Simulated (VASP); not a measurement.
Data:

```xyz
1
Lattice="-2.5087 2.5087 2.5087 2.5087 -2.5087 2.5087 2.5087 2.5087 -2.5087" Properties=species:S:1:pos:R:3 pbc="T T T"
Ba    -2.5087     2.5087     2.5087
```

All values below come from TPSS meta-GGA, VASP's PBE PAW potentials (set 64) (plane waves; VASP 6.6.1). Numerical set-up: 520 eV cut-off, 12×12×12 Γ-centred mesh, tetrahedra with Blöchl corrections, potentials Ba_sv.

### Question
Give the energies of bands 5 to 8 at the high-symmetry points, in eV from the Fermi level.

### Answer

```tsv
band	Γ	H	N	P
5	-2.68	-0.52	-0.84	0.54
6	1.89	-0.52	0.73	0.54
7	1.89	4.35	1.24	0.54
8	1.89	4.35	3.29	3.93
```

It has no gap at this level: it comes out as a metal or semimetal.

The compound is Ba in the bcc structure. It was relaxed first.
